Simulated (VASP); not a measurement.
Input for VASP

POSCAR:
```
Y2Ni2Sn
1.0
 -2.1357400000   2.7978350000   4.1464200000
  2.1357400000  -2.7978350000   4.1464200000
  2.1357400000   2.7978350000  -4.1464200000
Y Ni Sn
2 2 1
Cart
  0.0000000000   2.7978350000   1.6852709448
  2.1357400000  -0.0000000000   2.4611490552
 -0.0000000000   1.1851629060   4.1464200000
  2.1357400000   1.6126720940   0.0000000000
  0.0000000000   0.0000000000   0.0000000000
```

File KPOINTS:
```
Automatic mesh
0
Gamma
5 5 5
0 0 0
```

### INCAR
```
SYSTEM = Y2Ni2Sn
PREC = Accurate
ENCUT = 300
EDIFF = 1E-6
NELM = 100
ALGO = Normal
LREAL = .FALSE.
LASPH = .TRUE.
ISMEAR = -1
SIGMA = 0.136
GGA = PS
LMAXMIX = 4
LWAVE = .FALSE.
LCHARG = .FALSE.
ISIF = 2
```

POTCAR, in this order: Y_sv Ni Sn_d (PBE.64 set). Program: vasp_std.

### Question
Write an equivalent input for Quantum ESPRESSO's pw.x.

### Answer
One equivalent input (not run):
```
&CONTROL
  calculation = 'scf'
  pseudo_dir = './pseudo'
  outdir = './out'
  tprnfor = .true.
  tstress = .true.
/
&SYSTEM
  ibrav = 0
  nat = 5
  ntyp = 3
  ecutwfc = 98
  occupations = 'smearing'
  smearing = 'fermi-dirac'
  degauss = 0.009996
  input_dft = 'pbesol'
/
&ELECTRONS
  conv_thr = 7.3e-08
  electron_maxstep = 100
/
ATOMIC_SPECIES
  Y 88.906 Y.upf
  Ni 58.693 Ni.upf
  Sn 118.710 Sn.upf
CELL_PARAMETERS angstrom
    -2.1357400    2.7978350    4.1464200
     2.1357400   -2.7978350    4.1464200
     2.1357400    2.7978350   -4.1464200
ATOMIC_POSITIONS crystal
  Y    0.7032200  0.2032200  0.5000000
  Y    0.2967800  0.7967800  0.5000000
  Ni   0.7118000  0.5000000  0.2118000
  Ni   0.2882000  0.5000000  0.7882000
  Sn   0.0000000  0.0000000  0.0000000
K_POINTS automatic
  5 5 5 0 0 0
```
What does not carry over: the potentials are each code's own (VASP's PAW set, PseudoDojo norm-conserving files in pw.x), so ENCUT and ecutwfc are chosen apart and not converted; conv_thr bounds pw.x's estimated SCF error, while EDIFF bounds the energy change between steps.

The structure comes from a computed database's Y2Ni2Sn entry (Immm); how it stands against other phases isn't given here. The cell was not relaxed at this level. The k-mesh is coarse (spacing up to 0.37 per Å, 2π included), so the numbers may not be converged in it.
